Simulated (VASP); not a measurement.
Input:

```xyz
4
Lattice="2.1685 -3.7559 0.0000 2.1685 3.7559 0.0000 0.0000 0.0000 7.0665" Properties=species:S:1:pos:R:3 pbc="T T T"
Cd     2.1685    -1.2520     3.5333
Cd     2.1685     1.2520     0.0001
Se     2.1685    -1.2520     6.1902
Se     2.1685     1.2520     2.6569
```

The numbers are results of r2SCAN meta-GGA, VASP's PBE PAW potentials (set 64) (plane waves; VASP), not measurements. Numerical set-up: 480 eV cut-off, 6×6×4 Γ-centred mesh, Gaussian smearing of 0.050 eV, potentials Cd Se.

Each row applies one change to this cell, which was relaxed at other settings and keeps the small stress of the first row; at a fixed cut-off the stress holds a Pulay part, so it need not integrate to ΔE exactly. Stress is in GPa, positive when the cell is compressed; gaps are those on the k-mesh, and 0.00 means metallic.

```json
[
 {"change": "none", "ΔE (meV/atom)": "0.0", "σxx": "0.37", "σyy": "0.37", "σzz": "0.42", "largest shear component, with its sign (GPa)": "0.00", "gap (eV)": "1.10"},
 {"change": "shear strain γ_yz = +2.0 %", "ΔE (meV/atom)": "0.8", "σxx": "0.38", "σyy": "0.38", "σzz": "0.43", "largest shear component, with its sign (GPa)": "-0.42", "gap (eV)": "1.08"},
 {"change": "isotropic strain of +0.5 %", "ΔE (meV/atom)": "-0.1", "σxx": "-0.40", "σyy": "-0.40", "σzz": "-0.35", "largest shear component, with its sign (GPa)": "0.00", "gap (eV)": "1.07"},
 {"change": "isotropic strain of +4.0 %", "ΔE (meV/atom)": "[?]", "σxx": "[?]", "σyy": "[?]", "σzz": "[?]", "largest shear component, with its sign (GPa)": "[?]", "gap (eV)": "[?]"}
]
```

### Question
What belongs in the gaps?

### Answer

- isotropic strain of +4.0 %, ΔE (meV/atom): 50.7
- isotropic strain of +4.0 %, σxx: -4.42
- isotropic strain of +4.0 %, σyy: -4.42
- isotropic strain of +4.0 %, σzz: -4.40
- isotropic strain of +4.0 %, largest shear component, with its sign (GPa): 0.00
- isotropic strain of +4.0 %, gap (eV): 0.82

Failed runs are left out, and for metals the shear rows, which the mesh's noise covers.

The compound is CdSe in the wurtzite structure.
